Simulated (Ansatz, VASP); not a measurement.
# Os (Osmium) in two plane-wave programs, part 2 of 2

One calculation is typed for both programs; each brings its own data sets and cutoff. How far apart do they land? The cell is taken from a series of VASP runs on this material, whose earlier steps may have relaxed, scaled or displaced it; both programs get it as it stands.

VASP 6.6.1 and Ansatz 0.2.0.

So far: The starting structure; Ansatz: zone-centre phonons, LDA; VASP: zone-centre phonons, LDA; Side by side.

## Step 5: VASP: zone-centre phonons, r2SCAN with rVV10

Level of this step: r2SCAN with rVV10; plane waves and PAW (Os) (VASP).

Second derivatives magnify differences that forces hide, and they need a tight electronic threshold. The cell compared in this pair holds 27.99 Å³, against 27.96 Å³ for the pair before.

File INCAR:

```
SYSTEM = Os
PREC = Accurate
ENCUT = 450
EDIFF = 1E-08
NELM = 100
ISMEAR = 1
SIGMA = 0.15
LREAL = .FALSE.
ALGO = Normal
METAGGA = R2SCAN
LUSE_VDW = .TRUE.
IVDW_NL = 2
BPARAM = 11.95
CPARAM = 0.0093
LASPH = .TRUE.
NBANDS = 14
LORBIT = 11
LWAVE = .FALSE.
LCHARG = .FALSE.
KPAR = 2
IBRION = 6
NFREE = 2
POTIM = 0.015
NSW = 1
ISIF = 2
```

File POSCAR:

```
Os
1.0
    2.7348459165      0.0000000000      0.0000000000
   -1.3674229583      2.3684460392      0.0000000000
    0.0000000000      0.0000000000      4.3217533158
Os
2
Direct
    0.6666666667      0.3333333333      0.7500000000
    0.3333333333      0.6666666667      0.2500000000
```

File KPOINTS:

```
Automatic mesh
0
Gamma
18 18 10
0 0 0
```

Potentials, in the order of the species: Os (PBE family, release 64).

On the command line:

```sh
$ mpirun -np 2 vasp_std
```

Output:

```text
[banner, memory and clock lines left out]
running    2 mpi-ranks, on    1 nodes
[...]
|                                                                             |
|               ----> ADVICE to this user running VASP <----                  |
|                                                                             |
|     You have switched on vdW-DFT.                                           |
|     This routine was written and supplied by Jiri Klimes. We recommend      |
|     that you carefully read and cite the following publications:            |
|       J. Klimes, D.R. Bowler, A. Michelides                                 |
|          J. Phys.: Cond Matt. 22 022201 (2010)                              |
|       J. Klimes, D.R. Bowler, A. Michelides                                 |
|          Phys. Rev. B. 83, 195131 (2011)                                    |
|     and references therein.                                                 |
|                                                                             |

[...]
Total rVV10 correction in eV:      0.2139125    23.8905866
Total rVV10 correction in eV:      0.2139125    23.8905866
DAV:  15    -0.105788214573E+03   -0.21943E-07   -0.17496E-10  3420   0.142E-04    0.382E-05
Total rVV10 correction in eV:      0.2139125    23.8905866
Total rVV10 correction in eV:      0.2139125    23.8905866
DAV:  16    -0.105788214584E+03   -0.11309E-07   -0.38617E-11  3426   0.567E-05    0.358E-05
Total rVV10 correction in eV:      0.2139124    23.8905866
Total rVV10 correction in eV:      0.2139124    23.8905866
DAV:  17    -0.105788214580E+03    0.43600E-08   -0.35030E-11  3312   0.571E-05
Total rVV10 correction in eV:      0.2139124    23.8905866
Total rVV10 correction in eV:      0.2139124    23.8905866
Total rVV10 correction in eV:      0.2139124    23.8905866
Total rVV10 correction in eV:      0.2139124    23.8905866
   1 F= -.10578821E+03 E0= -.10578778E+03  d E =-.130834E-02
[... from here on, the cycles between the ionic steps are left out ...]
   2 F= -.10578706E+03 E0= -.10578662E+03  d E =-.132152E-02
   3 F= -.10578706E+03 E0= -.10578662E+03  d E =-.132151E-02
   4 F= -.10578623E+03 E0= -.10578578E+03  d E =-.132983E-02
   5 F= -.10578623E+03 E0= -.10578578E+03  d E =-.132983E-02
 Finite differences progress:
  Degree of freedom:   2/  2
  Displacement:        2/  2
  Total:               4/  4
```

From OUTCAR (step 5):

```text
  Total        0.0040796      0.0040796      0.0169642     -0.0000000      0.0000000      0.0000000
  in kB        0.2334943      0.2334943      0.9709302     -0.0000000      0.0000000      0.0000000
  external PRESSURE =       0.4793063 kB  Pullay stress =       0.0000000 kB

 POSITION                                       TOTAL-FORCE (eV/Angst)
 -----------------------------------------------------------------------------------
      1.36742      0.78948      3.22631        -0.000000      0.000000      0.265295
     -0.00000      1.57896      1.08044         0.000000     -0.000000     -0.265295
 -----------------------------------------------------------------------------------
    total drift:                                0.000000      0.000000      0.000018

  FREE ENERGIE OF THE ION-ELECTRON SYSTEM (eV)
  ---------------------------------------------------
  free  energy   TOTEN  =      -105.7862259095 eV

  energy  without entropy=     -105.7848960836  energy(sigma->0) =     -105.78578263

[... 1 part as in an earlier step ...]

[... 2 further parts left out ...]
[key lines of the parts left out:]
E-fermi :   9.2509
```

The last energy, forces, stress and levels in OUTCAR belong to the last displaced cell, not to the cell of POSCAR. The PAW data sets were made with PBE, which is usual practice but a small mismatch for other functionals.

## Step 6: Ansatz: zone-centre phonons, r2SCAN with rVV10

The same cell, functional, mesh and smearing now go to Ansatz, which takes its cutoff from its data sets.

The cell is taken from a series of VASP runs on this material, whose earlier steps may have relaxed, scaled or displaced it; both programs get it as it stands.

File input.yaml:

```yaml
crystal:
  lattice:
    - [2.7348459165, 0.0, 0.0]
    - [-1.3674229583, 2.3684460392, 0.0]
    - [0.0, 0.0, 4.3217533158]
  atoms:
    - { symbol: Os, position: [0.6666666667, 0.3333333333, 0.75] }
    - { symbol: Os, position: [0.3333333333, 0.6666666667, 0.25] }
hamiltonian:
  xc: r2scan
  pseudopotentials: { kind: paw }
  dispersion: rvv10
kpoints:
  mp_grid: { grid: [18, 18, 10] }
scf:
  occupations: { method: methfessel_paxton, width: 0.15 }
phonons:
  method: dfpt
  qpoints: [[0, 0, 0]]
```

On the command line:

```sh
$ ansatz run input.yaml --threads 4 --pin off --max-ram 9216MiB --backend cpu --events-out ev --progress --plain --runs-dir out
```

Output:

```text
Error: phonons.method: dfpt with hamiltonian.dispersion: rvv10 — the rVV10 nonlocal-correlation f_xc (the second functional derivative of the nonlocal kernel) is not assembled; use method: fd, without the keys that are dfpt's alone (phonons.method's entry in the input reference names them), or remove the dispersion and use an LDA functional, a GGA, a hybrid of one such as hse06 or pbe0, r2scan or mr2scan (a hybrid, r2scan and mr2scan have refusals of their own beside method: dfpt, each with its way out)
```

The job ended after 0.55 s (4 threads of Arm Neoverse V1, shared host; peak memory 0.031 GiB).

The input was rejected at the start.

The program's message: “Error: phonons.method: dfpt with hamiltonian.dispersion: rvv10 — the rVV10 nonlocal-correlation f_xc (the second functional derivative of the nonlocal kernel) is not assembled; use method: fd, without …”

## Step 7: Results

```yaml
r_m_s_difference_of_the_optical_zone_centre_modes_each_program_s_sorted_by_frequency_zone_centre_phonons_lda: 1.8 cm⁻¹
difference_in_optical_mode_1_to_2_zone_centre_phonons_lda: +1.0 %
```

The r.m.s. difference of the optical zone-centre modes, each program's sorted by frequency is 1.8 cm⁻¹ (zone-centre phonons, LDA). Among the rows given in per cent, the largest difference of the zone-centre phonons, LDA pair is in optical mode 1 to 2, +1.0 %. Ansatz did not finish the zone-centre phonons, r2SCAN with rVV10 run on these settings, where VASP converged. Such differences can come from data sets, numerical settings and the points named under the comparisons, not from the functional's error against experiment.

[Lines on the potential files, build, host, timing and source positions are cut from VASP's logs without a mark.]

[Logs are printed without paths, hosts, clocks, repeated set-up lines and the standing remarks that a program may print on its own settings, such as how far it seeks lower states.]

[Hosts, paths, dates, database ids (printed as entryN), source tags and the programs' standing remarks are cut or masked in the printed files.]
